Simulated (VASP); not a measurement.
A run of VASP 6.6.1 is set up as follows.

Contents of INCAR:

```
SYSTEM = MoSeS
ALGO = Fast ; EDIFF = 1E-7
EDIFFG = -0.005 ; ENCUT = 600
GGA = PS ; IBRION = 2
ISIF = 3 ; ISMEAR = 0
KPAR = 2 ; LASPH = .TRUE.
LATTICE_CONSTRAINTS = .TRUE. .TRUE. .FALSE. ; LCHARG = .FALSE.
LREAL = .FALSE. ; LWAVE = .FALSE.
NELM = 120 ; NSW = 60
PREC = Accurate ; SIGMA = 0.03
```

KPOINTS

```
k-points
0
G
  12 12 1
  0 0 0
```

The input POSCAR:

```
MoSeS
1.0
    3.2400000000      0.0000000000      0.0000000000
   -1.6200000000      2.8059223100      0.0000000000
    0.0000000000      0.0000000000     19.2000000000
S Mo Se
1 1 1
Direct
    0.6666670000      0.3333330000      0.4166666700
    0.3333330000      0.6666670000      0.4963541700
    0.6666670000      0.3333330000      0.5833333300
```

Potentials or basis: VASP PAW PBE potentials, release 64 (S, Mo_sv, Se).

Launch:

```bash
$ cat potpaw_PBE.64/S/POTCAR potpaw_PBE.64/Mo_sv/POTCAR potpaw_PBE.64/Se/POTCAR > POTCAR
$ mpirun -np 2 vasp_std > vasp.out
```

Predict the space group after relaxing (to 0.05 Å).

P3m1 (No. 156).

Estimate the relaxed volume.

56.89 Å³/atom.

The path:
| step | energy change (eV) | largest force (eV/Å) | pressure (GPa) | volume (Å³) |
| --- | --- | --- | --- | --- |
| 1 | 0.0000 | 0.5045 | -0.60 | 174.55 |
| 2 | -0.0021 | 0.6399 | 0.84 | 169.13 |
| 3 | -0.0131 | 0.1917 | 0.12 | 171.68 |
| 4 | -0.0150 | 0.0742 | 0.06 | 171.06 |
| 5 | -0.0154 | 0.0215 | 0.02 | 170.65 |
| 6 | -0.0154 | 0.0228 | 0.01 | 170.63 |
| 7 | -0.0154 | 0.0253 | -0.03 | 170.72 |
| 8 | -0.0154 | 0.0019 | -0.01 | 170.67 |

Caveat: the PAW data sets were made with another functional, which shifts forces and pressure a little.
